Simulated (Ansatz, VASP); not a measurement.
# PbBrF in two plane-wave programs, part 2 of 2

Aim: how closely do two programs agree when they are given the same cell, functional and k mesh?

VASP 6.6.1 and Ansatz 0.2.0.

So far. Step 2 (VASP: single point, LDA): The run ends at a pressure of -6.39 GPa, with forces up to 0.13 eV/Å.

The database entry behind the starting cell is an old determination (1932), so it need not match the best structure at ambient conditions.

## Step 3: Ansatz: single point, LDA

Level of this step: Ansatz beside VASP: Kohn-Sham DFT, plane waves, LDA (Ansatz).

Ansatz runs on its default PAW (the set named soft_2) files.

The same cell, functional (in two slightly different forms), mesh and smearing now go to Ansatz, which takes its cutoff from its data sets.

input.yaml reads:

```yaml
crystal:
  lattice:
    - [8.36, 0.0, 0.0]
    - [0.0, 8.36, 0.0]
    - [0.0, 0.0, 7.59]
  atoms:
    - { symbol: Pb, position: [0.0, 0.25, 0.1919352331] }
    - { symbol: Pb, position: [0.0, 0.75, 0.1919352331] }
    - { symbol: Pb, position: [0.5, 0.25, 0.1919352331] }
    - { symbol: Pb, position: [0.5, 0.75, 0.1919352331] }
    - { symbol: Pb, position: [0.25, 0.0, 0.8080647669] }
    - { symbol: Pb, position: [0.25, 0.5, 0.8080647669] }
    - { symbol: Pb, position: [0.75, 0.0, 0.8080647669] }
    - { symbol: Pb, position: [0.75, 0.5, 0.8080647669] }
    - { symbol: Br, position: [0.0, 0.25, 0.6502536957] }
    - { symbol: Br, position: [0.0, 0.75, 0.6502536957] }
    - { symbol: Br, position: [0.5, 0.25, 0.6502536957] }
    - { symbol: Br, position: [0.5, 0.75, 0.6502536957] }
    - { symbol: Br, position: [0.25, 0.0, 0.3497463043] }
    - { symbol: Br, position: [0.25, 0.5, 0.3497463043] }
    - { symbol: Br, position: [0.75, 0.0, 0.3497463043] }
    - { symbol: Br, position: [0.75, 0.5, 0.3497463043] }
    - { symbol: F, position: [0.25, 0.25, 0.0] }
    - { symbol: F, position: [0.25, 0.75, 0.0] }
    - { symbol: F, position: [0.75, 0.25, 0.0] }
    - { symbol: F, position: [0.75, 0.75, 0.0] }
    - { symbol: F, position: [0.0, 0.0, 0.0] }
    - { symbol: F, position: [0.0, 0.5, 0.0] }
    - { symbol: F, position: [0.5, 0.0, 0.0] }
    - { symbol: F, position: [0.5, 0.5, 0.0] }
hamiltonian:
  xc: lda
  pseudopotentials: { kind: paw }
kpoints:
  mp_grid: { grid: [2, 2, 2] }
scf:
  occupations: { method: gaussian, width: 0.05 }
  n_extra_bands: 10
output:
  forces: true
  stress: true
  eigenvalues: true
```

Run with:

```
> ansatz run input.yaml --threads 8 --pin off --max-ram 18432MiB --backend cpu --events-out ev --progress --plain --runs-dir out
```

Numbers of over 12 decimals in the logs are rounded to 6 here.

What it wrote:

```text
scf.n_extra_bands = 10 over 112 filled bands (N_el = 224.0): the run solves 122 bands
Engine: ansatz 0.2.0, aarch64-unknown-linux-gnu
Pseudopotentials: kind: paw
Pseudopotential: Pb, paw, valence charge 14, recommended cutoff 420 eV (normal), Pb.paw.azcp
Pseudopotential: Br, paw, valence charge 7, recommended cutoff 420 eV (normal), Br.paw.azcp
Pseudopotential: F, paw, valence charge 7, recommended cutoff 420 eV (normal), F.paw.azcp
Functional definition: SPW92
  exchange = slater_x
  correlation = pw_c
Crystal: 24 atoms, lattice volume = 530.462 Å³
Basis set: ecut = 420 eV, 10321 PW (Γ)
Bands: 122, of which v1, the nominal top of the filled ones, is band 112 counted from 1 (111 counted from 0)
Symmetry: 64 space group operations
Space group: P4/nmm (ITA 129), of the structure as read, at distance tolerance 8.1e-5 Å
k-points: 6 of 8
Non-local potential: Pb, projectors of the file, l = 0: 2, l = 1: 2, l = 2: 2, l = 3: 2
Non-local potential: Br, projectors of the file, l = 0: 2, l = 1: 2, l = 2: 2
Non-local potential: F, projectors of the file, l = 0: 2, l = 1: 2, l = 2: 1
PAW form: soft (Blöchl's): semilocal exchange-correlation on the pseudo side does not see the compensation charge
PAW frozen core: Pb, regenerated for the run's functional, and the local potential with it (the file was generated under x = pbe(κ = 0.804, μ = 0.219515), c = pbe(β = 0.066725))
PAW frozen core: Br, regenerated for the run's functional, and the local potential with it (the file was generated under x = pbe(κ = 0.804, μ = 0.219515), c = pbe(β = 0.066725))
PAW frozen core: F, regenerated for the run's functional, and the local potential with it (the file was generated under x = pbe(κ = 0.804, μ = 0.219515), c = pbe(β = 0.066725))
PAW one-centre angular grid: Pb, 590 points (default); XC on 64 Gauss nodes
PAW one-centre angular grid: Br, 110 points (default); XC on 64 Gauss nodes
PAW one-centre angular grid: F, 110 points (default); XC on 64 Gauss nodes
Initial density: superposition of atomic densities (neutral atoms: chi_scale 0, normalization atom), corrected by the library's trained network
Initial wavefunctions: pseudopotential atomic-orbital guess
Functional: x = slater, c = lda
SCF iter   1: F=—  HF=-120736.811474 eV  |F-HF|=—  |Δ(HF+E_count)|=         —  Δρ=1.30e-2  dr2=6.93e-1  ethr=1.77e-3  ⟨swp⟩=6.2  Hψ=2940  notcnv=0
preconditioner: auto → Resta (q_TF=auto, 2.363 Å⁻¹)  ε∞=4.2  [insulator: Δε(μ)=2.271 eV  Ē_g=13.530 eV  σ=0.050 eV  W_gap=1.00  n_scr=120 (ndim 8)  ℏωp=24.1 eV  f_vac=0.002  D(μ)=0.00/eV (n_scr^D=0)  ε∞_Penn≈4.2]
SCF iter   2: F=—  HF=-120736.664465 eV  |F-HF|=—  |Δ(HF+E_count)|=   1.47e-1  Δρ=5.78e-3  dr2=1.16e-1  ethr=3.10e-4  ⟨swp⟩=2.0  Hψ=1608  notcnv=0  defer=24
SCF iter   3: F=—  HF=-120736.640360 eV  |F-HF|=—  |Δ(HF+E_count)|=   2.41e-2  Δρ=1.89e-3  dr2=1.69e-2  ethr=5.16e-5  ⟨swp⟩=2.5  Hψ=1410  notcnv=0  defer=24
SCF iter   4: F=—  HF=-120736.635736 eV  |F-HF|=—  |Δ(HF+E_count)|=   4.62e-3  Δρ=5.05e-4  dr2=1.00e-3  ethr=7.56e-6  ⟨swp⟩=3.0  Hψ=1528  notcnv=0  defer=24
SCF iter   5: F=—  HF=-120736.635575 eV  |F-HF|=—  |Δ(HF+E_count)|=   1.62e-4  Δρ=1.07e-4  dr2=4.18e-5  ethr=4.48e-7  ⟨swp⟩=2.0  Hψ=1040  notcnv=0  defer=24
SCF iter   6: F=—  HF=-120736.635590 eV  |F-HF|=—  |Δ(HF+E_count)|=   1.53e-5  Δρ=2.49e-5  dr2=1.88e-6  ethr=1.87e-8  ⟨swp⟩=2.2  Hψ=1405  notcnv=0  defer=24
SCF iter   7: F=—  HF=-120736.635590 eV  |F-HF|=—  |Δ(HF+E_count)|=   2.05e-7  Δρ=7.69e-6  dr2=2.52e-7  ethr=8.37e-10  ⟨swp⟩=2.7  Hψ=1389  notcnv=0  defer=24
SCF iter   8: F=-120736.635590 eV  HF=-120736.635590 eV  |F-HF|=4.50e-9  |Δ(HF+E_count)|=   5.58e-8  Δρ=1.52e-6  dr2=1.09e-8  ethr=4.46e-11  ⟨swp⟩=11.2  Hψ=3686  notcnv=0
SCF 1 converged in 8 iterations: F = -120736.635590 eV  dr2 = 1.09e-8
  greatest PAW one-centre occupation: 0.982 electrons in one spin orbital (limit 2), on the Pb atom at site 3 (counted from 0), in its partial waves of l = 2
SCF converged after 8 iterations
Free energy (F): -120736.635590 eV
Harris-Foulkes:  -120736.635590 eV  (|F-HF|=4.50e-9)
Internal energy: -120736.635590 eV  (E = F + TS)
E sigma→0 (E₀):  -120736.635590 eV
Fermi energy:    6.884878 eV
--- Per-component energies (eV) ---
  E_band       = -858.728672
  E_kinetic    = 4993.550115
  E_local      = -17710.713427  (includes V_loc(G=0)·N_el)
  E_nonlocal   = 4013.289013
  E_hartree    = 6917.575546
  E_xc         = -4470.283173
  E_vxc        = -2717.509073  (∫ρ·V_xc dr)
  E_paw        = -99574.782144  (= ΣΔE_a)
  E_vpaw       = -3272.523109  (= ΣTr[D̂ρ^β])
  E_aug_tail   = 0.016334  (compensation charges beyond the density's cutoff)
  E_ewald      = -14907.224251
  E_core_change = 1.936395  (= ΣΔE_core)
  E_smearing   = -0.000000  (= −TS)
  E_closure    = -0.000000  (closes the sum)
  Σ components = -120736.635590   (vs F -120736.635590, Δ=0.00e0)
--- Forces (eV/Å), atoms counted from 1 ---
  atom   1  Pb     0.00000000     0.00000000    -0.14423171
  atom   2  Pb     0.00000000    -0.00000000    -0.14423171
  atom   3  Pb     0.00000000    -0.00000000    -0.14423171
  atom   4  Pb     0.00000000     0.00000000    -0.14423171
  atom   5  Pb     0.00000000     0.00000000     0.14423171
  atom   6  Pb     0.00000000    -0.00000000     0.14423171
  atom   7  Pb     0.00000000    -0.00000000     0.14423171
  atom   8  Pb     0.00000000     0.00000000     0.14423171
  atom   9  Br     0.00000000     0.00000000     0.03705411
  atom  10  Br     0.00000000     0.00000000     0.03705411
  atom  11  Br     0.00000000    -0.00000000     0.03705411
  atom  12  Br    -0.00000000     0.00000000     0.03705411
  atom  13  Br     0.00000000     0.00000000    -0.03705411
  atom  14  Br    -0.00000000     0.00000000    -0.03705411
  atom  15  Br    -0.00000000    -0.00000000    -0.03705411
  atom  16  Br     0.00000000    -0.00000000    -0.03705411
  atom  17  F      0.00000000     0.00000000     0.00000000
  atom  18  F      0.00000000     0.00000000    -0.00000000
  atom  19  F      0.00000000     0.00000000    -0.00000000
  atom  20  F      0.00000000     0.00000000    -0.00000000
  atom  21  F      0.00000000    -0.00000000     0.00000000
  atom  22  F      0.00000000    -0.00000000     0.00000000
  atom  23  F      0.00000000    -0.00000000    -0.00000000
  atom  24  F      0.00000000     0.00000000    -0.00000000
  max |Σ_I F_I| component: 5.46e-17 eV/Å
--- Stress (GPa, compression-positive) ---
       -3.641297      -0.000000      -0.000000
        0.000000      -3.641297      -0.000000
       -0.000000      -0.000000      -3.056462
  P = ⅓ Tr σ = -3.4464 GPa (-34.464 kbar)
--- Band table (eV; the first three rows and the last of 6) ---
  k-point 0: bands = [... 108 lower, 5.3597, 5.3597, 5.3597, 5.3597, 9.0491, 9.4589, 9.4589, 9.4589, ... 6 higher]
  k-point 1: bands = [... 108 lower, 5.3291, 5.3291, 5.3291, 5.7183, 8.0515, 9.2451, 9.2451, 9.2451, ... 6 higher]
  k-point 2: bands = [... 108 lower, 5.1817, 5.1817, 5.4708, 5.4708, 9.5464, 9.5464, 9.9719, 9.9719, ... 6 higher]
  k-point 5: bands = [... 108 lower, 5.2506, 5.2506, 5.2506, 5.2506, 8.7875, 8.7875, 8.7875, 8.7875, ... 6 higher]
```

The job ended after 6.2 s (8 threads of Arm Neoverse N1, shared host; peak memory 2 GiB; 45 s of CPU time).

The run ends at a pressure of -3.45 GPa, with forces up to 0.14 eV/Å.

## Step 4: Comparison

Known differences besides the PAW data sets themselves: the two LDA forms differ slightly; the cutoff is 420 eV in Ansatz and 400 eV in VASP (PREC = Accurate, projectors in real space); Ansatz makes its cores anew for this functional, VASP keeps those of its PBE data sets. Total energies have different zeros and are not compared.

Compared:

```
              quantity  Ansatz   VASP  difference
        pressure (GPa)   -3.45  -6.39       +2.94
gap on the k mesh (eV)   2.333  2.316      +0.018
```

Forces on 10 of the 24 atoms, picked by the larger force of the two programs (eV/Å; atoms numbered as in POSCAR):

```
atom        Ansatz x, y, z          VASP x, y, z
 Pb1  0.000, 0.000, -0.144  0.000, 0.000, -0.130
 Pb2  0.000, 0.000, -0.144  0.000, 0.000, -0.130
 Pb3  0.000, 0.000, -0.144  0.000, 0.000, -0.130
 Pb4  0.000, 0.000, -0.144  0.000, 0.000, -0.130
 Pb5   0.000, 0.000, 0.144   0.000, 0.000, 0.130
 Pb6   0.000, 0.000, 0.144   0.000, 0.000, 0.130
 Pb7   0.000, 0.000, 0.144   0.000, 0.000, 0.130
 Pb8   0.000, 0.000, 0.144   0.000, 0.000, 0.130
Br13  0.000, 0.000, -0.037  0.000, 0.000, -0.029
Br14  0.000, 0.000, -0.037  0.000, 0.000, -0.029
```

The forces differ by 5.5 meV/Å r.m.s., which is 12.4 % of the r.m.s. force of 0.04 eV/Å (both taken over all components). Ansatz's pressure holds a Pulay correction of 0.28 GPa; VASP's holds none.

## Step 5: Looking for the cause

The difference is large enough to ask for its cause, so further runs change the set-up of one program at a time, as the table lists.

```
                                                           run  difference in pressure (GPa)
                                                      as above                           2.9
cores kept as stored, as VASP does, whose cores stay as stored                           3.0
                   norm-conserving potentials (cutoff 1143 eV)                           3.0
```

## Step 6: Results

```yaml
difference_in_pressure_single_point_lda: 2.9 GPa
```

The difference in pressure is 2.9 GPa (single point, LDA), beyond the 1 GPa picked in this series as the mark of a large difference. For single point, LDA: no further run halves the difference in pressure; only Ansatz's side was varied. 1 further run on this material is not shown. How closely two codes agree says nothing of how well the functional describes the real material.

[Lines on the potential files, build, host, timing and source positions are cut from VASP's logs without a mark.]

[Logs are printed without paths, hosts, clocks, repeated set-up lines and the standing remarks that a program may print on its own settings, such as how far it seeks lower states.]

[Hosts, paths, dates, database ids (printed as entryN), source tags and the programs' standing remarks are cut or masked in the printed files.]
